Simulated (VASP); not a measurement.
Set up this calculation in VASP 6.6.1, as the native input.

```yaml
Task: single point
Functional: PBEsol
Potentials_or_basis: VASP PAW PBE potentials, release 64 (Tc_pv, Se)
Cutoff: 520 eV
k_mesh: 6 × 6 × 6
Occupations: gaussian, width 0.05 eV
Spin: collinear spin, ferromagnetic start
Starting_moments: "[0.5, 0.0, 0.0] μB"
Hubbard_terms: Tc d U = 3 eV
Further_INCAR_settings: ALGO = Normal; EDIFF = 1e-06; NBANDS = 24
```

The structure of TcSe2 lies in POSCAR:

```
TcSe2
1.0
    1.9284189500      1.1133732000      5.8303367600
   -1.9284189500      1.1133732000      5.8303367600
    0.0000000000     -2.2267463900      5.8303367600
Tc Se
1 2
Direct
    0.0000000000      0.0000000000      0.0000000000
    0.2520000000      0.2520000000      0.2520000000
    0.7480000000      0.7480000000      0.7480000000
```

The cell was built by a generator and needn't be a form met in nature.

These files were run (other wordings do the same):

INCAR

```
SYSTEM = TcSe2
  PREC = Accurate
  ENCUT = 520
  EDIFF = 1E-6
  ISMEAR = 0
  SIGMA = 0.05
  LREAL = .FALSE.
  LASPH = .TRUE.
  NELM = 100
  ALGO = Normal
  ISIF = 2
  LWAVE = .FALSE.
  LCHARG = .FALSE.
  ISPIN = 2
  MAGMOM = 0.5 0 0
  LORBIT = 11
  LMAXMIX = 4
  LDAU = .TRUE.
  LDAUTYPE = 2
  LDAUL = 2 -1
  LDAUU = 3 0
  LDAUJ = 0 0
  LDAUPRINT = 1
  GGA = PS
  NBANDS = 24
```

KPOINTS

```
regular mesh
0
G
  6 6 6
  0 0 0
```

Potentials or basis: VASP PAW PBE potentials, release 64 (Tc_pv, Se).

The run is started by

```console
$ cat potpaw_PBE.64/Tc_pv/POTCAR potpaw_PBE.64/Se/POTCAR > POTCAR
$ mpirun -np 1 vasp_std > vasp.out
```

Results of the run:

```json
{"Pressure": "-6.2 GPa", "Largest force": "0.545 eV/Å", "Band gap on the k mesh": "none (metal or under the smearing width)", "Net moment": "2.99 μB per cell", "Site moments": "Tc +2.94; Se -0.04 μB", "Valence electrons inside the program's atomic spheres": "Tc 11.47; Se 3.79"}
```

Caveat: the PAW data sets were made with another functional, which shifts forces and pressure a little.

It took 2.5 min on 1 thread of Intel(R) Xeon(R) Platinum 8559C (Emerald Rapids), on a shared host, peak memory 0.44 GiB.
